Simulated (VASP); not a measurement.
The input files of a VASP run:

**POSCAR**
```
CoAl
1
    0.0000000000     2.3815736724     2.3815736724
    2.3815736724    -0.0000000000     2.3815736724
    2.3815736724     2.3815736724    -0.0000000000
Co Al
1 1
Direct
  0.0000000000   0.0000000000   1.0000000000
  0.5000000000   0.5000000000   0.5000000000
```

### INCAR
```
SYSTEM=CoAl
PREC=Accurate; ENCUT=400; LREAL=.FALSE.
LASPH=.TRUE.
EDIFF=1E-6; NELM=100; ALGO=Normal
LMAXMIX=4; LMIXTAU=.TRUE.
ISMEAR=1; SIGMA=0.1
METAGGA=R2SCAN
MAGMOM=0.8 -0.0
ISPIN=2
IBRION=2; NSW=60; ISIF=3
EDIFFG=-0.01
LWAVE=.FALSE.; LCHARG=.FALSE.; LORBIT=10
```

### KPOINTS
```
kpoints
0
Gamma
 12 12 12
```

POTCAR, in this order: Co Al (PBE.64 set). Program: vasp_std.

Question: Write an equivalent input for Ansatz.

Answer: One equivalent input (not run):
Ansatz 0.2 input:
```yaml
crystal:
  lattice:
    - [0.0000000, 2.3815737, 2.3815737]
    - [2.3815737, 0.0000000, 2.3815737]
    - [2.3815737, 2.3815737, 0.0000000]
  atoms:
    - { symbol: Co, position: [0.0000000, 0.0000000, 1.0000000], spin: 0.8 }
    - { symbol: Al, position: [0.5000000, 0.5000000, 0.5000000] }
kpoints:
  mp_grid: { grid: [12, 12, 12] }
hamiltonian:
  xc: r2scan
  pseudopotentials: { kind: paw }
magnetization: { spin_polarized: true }
scf:
  occupations: { method: methfessel_paxton, width: 0.1 }
  max_iter: 100
relax:
  max_steps: 60
  f_tol: 0.01
  cell: {}
output: { forces: true, stress: true, eigenvalues: true }
```
What does not carry over: each code has its own PAW files, so the cut-off isn't converted (ENCUT is set for VASP's; basis.ecutwfc is left out, and Ansatz then takes the one that its files recommend); Ansatz stops its SCF on the density residual and VASP on the energy change (EDIFF).

The structure was generated: CoAl was put into the rock salt type (Fm-3m), which need not be its known phase. This run relaxes it. Symmetry was kept, so distortions that lower it aren't found. The start is the result of an earlier pass.
